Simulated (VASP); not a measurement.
Consider the following.

```
CELL_PARAMETERS angstrom
      3.25484     0.00000     0.00000
     -1.62742     2.81878     0.00000
      0.00000     0.00000    10.78878
ATOMIC_POSITIONS crystal
  Zn 0.00000 0.00000 0.25101
  Zn 0.33333 0.66667 0.01476
  Zn 0.33333 0.66667 0.48692
  Cd 0.00000 0.00000 0.75721
  O  0.00000 0.00000 0.95914
  O  0.00000 0.00000 0.43103
  O  0.33333 0.66667 0.66483
  O  0.33333 0.66667 0.19499
```

Level of theory: LDA (Ceperley-Alder, Perdew-Zunger), VASP's LDA PAW potentials (set 64) (plane waves; VASP). Numerical set-up: 520 eV cut-off, 18×18×5 Γ-centred mesh, Gaussian smearing of 0.010 eV, potentials Zn Cd O.

Problem. Estimate the energy per atom (σ→0), band gap (on the k-mesh) with the smallest direct gap where there is one.

Solution. 
| Item | Value |
|---|---|
| band gap (on the k-mesh) | 0.14 eV |
| smallest direct gap (on the k-mesh) | 0.14 eV |
| energy per atom (σ→0) | -5.081 eV/atom |

Only differences to runs with the same potentials and settings are physical.

The structure comes from a computed database's Zn3CdO4 entry (P3m1); how it stands against other phases isn't given here. It was relaxed first, which changed the volume by -8 %.
